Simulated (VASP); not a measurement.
Set up this calculation in VASP 6.6.1, as the native input.

```
Task                   : relaxation of cell and atoms
Functional             : rev-vdW-DF2
Potentials or basis    : VASP PAW PBE potentials, release 64 (Pt, S)
Cutoff                 : 600 eV
k mesh                 : 9 × 9 × 5
Occupations            : gaussian, width 0.03 eV
Spin                   : no spin polarisation
Further INCAR settings : ALGO = Normal; EDIFF = 1e-07; IBRION = 2; EDIFFG = -0.005; NSW = 90; ISIF = 3
```

The structure of PtS2 lies in POSCAR:

```
PtS2                                    
1.0
    3.5886189501      0.0000000000      0.0000000000
   -1.7943094751      3.1078351753      0.0000000000
   -0.0000000000      0.0000000000      4.8869832571
  Pt              S             
     1     2
Direct
     0.0000000000000000    0.0000000000000000    0.0000000000000000
     0.3333333332999970    0.6666666667000030    0.2495327119046649
     0.6666666667000030    0.3333333332999970    0.7504672880953351
```

The input as run:

INCAR

```
SYSTEM = PtS2
AGGAC = 0.0
ALGO = Normal
EDIFF = 1E-7
EDIFFG = -0.005
ENCUT = 600
GGA = MK
IBRION = 2
ISIF = 3
ISMEAR = 0
KPAR = 2
LASPH = .TRUE.
LCHARG = .FALSE.
LREAL = .FALSE.
LUSE_VDW = .TRUE.
LWAVE = .FALSE.
NELM = 80
NSW = 90
PARAM1 = 0.1234
PARAM2 = 0.711357
PREC = Accurate
SIGMA = 0.03
ZAB_VDW = -1.8867
```

KPOINTS

```
k-points
0
G
  9 9 5
  0 0 0
```

Potentials or basis: VASP PAW PBE potentials, release 64 (Pt, S).

The run is started by

```bash
$ cat potpaw_PBE.64/Pt/POTCAR potpaw_PBE.64/S/POTCAR > POTCAR
$ mpirun -np 2 vasp_std > vasp.out
```

Results of the run:

| Item | Value |
| --- | --- |
| Relaxed volume | 18.16 Å³/atom |
| Relaxed cell | a = 3.587 Å, b = 3.587 Å, c = 4.891 Å, α = 90.00°, β = 90.00°, γ = 120.00° |
| Space group after relaxing (to 0.05 Å) | P-3m1 (No. 164) |
| Energy gained by relaxing | 0.0 meV/atom |
| Ionic steps | 5 |
| Pressure after relaxing | 0.0 GPa |
| Band gap on the k mesh | 0.39 eV, indirect (least direct gap 0.92 eV) |

Caveat: the PAW data sets were made with another functional, which shifts forces and pressure a little; spin-orbit coupling is left out, which moves the levels of the heavy elements; an odd mesh through Γ misses points on the zone boundary, where band edges often lie.

Wall time 2.3 min on 2 MPI ranks on Intel(R) Xeon(R) 6975P-C (Granite Rapids) (shared host), peak memory 0.43 GiB a rank.
